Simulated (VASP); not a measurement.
Here is the system:

```
CsBr
1.0
    4.24817     0.00000     0.00000
    0.00000     4.24817     0.00000
    0.00000     0.00000     4.24817
Cs Br
1 1
Direct
  0.00000   0.00000   0.00000
  0.50000   0.50000   0.50000
```

Computed with PBEsol GGA, VASP's PBE PAW potentials (set 64) (plane waves; VASP). Settings: 480 eV cut-off, 6×6×6 Γ-centred mesh, Gaussian smearing of 0.050 eV, potentials Cs_sv Br.

Energy and stress use the plane-wave basis of the starting cell.

The ions, cell shape and volume at an external pressure of 1.0 GPa are relaxed. What does this cell relax into?

```
CsBr
1.0
    4.17180     0.00000     0.00000
    0.00000     4.17180     0.00000
    0.00000     0.00000     4.17180
Cs Br
1 1
Cartesian
  0.00000   0.00000   0.00000
  2.08590   2.08590   2.08590
```
Space group Pm-3m (221), at a tolerance of 0.03 Å.

How do energy and volume change from the first to the last step?

The energy (σ→0) changes by +5.8 meV/atom and the volume by -5.3 %, in 3 ionic steps.

The compound is CsBr in the CsCl type structure. This run relaxes it under an external pressure of 1 GPa. Symmetry was kept, so distortions that lower it aren't found.
